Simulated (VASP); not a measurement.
Input:

```
CELL_PARAMETERS angstrom
      4.81314     0.00000     0.00000
      0.00000     4.81314     0.00000
      0.00000     0.00000     4.81314
ATOMIC_POSITIONS crystal
  Tl 0.50000 0.50000 0.00000
  Tl 0.00000 0.50000 0.50000
  Tl 0.50000 0.00000 0.50000
  In 0.00000 0.00000 0.00000
```

All values below come from PBEsol GGA, VASP's PBE PAW potentials (set 64) (plane waves; VASP). Run with 400 eV cut-off, 7×7×7 Γ-centred mesh, tetrahedra with Blöchl corrections, potentials Tl_d In_d.

Unless said otherwise, spin-orbit coupling is left out, though it shifts the bands of the heavy elements here.

Question: Estimate the energy per atom (σ→0), band gap (on the k-mesh) with the smallest direct gap where there is one.

Answer: 
The band gap (on the k-mesh) comes out as none (metal, semimetal or under 0.01 eV) and the energy per atom (σ→0) is -2694 meV/atom.

The structure comes from a computed database's Tl3In entry (Pm-3m); how it stands against other phases isn't given here. It was relaxed first, which changed the volume by -6 %.
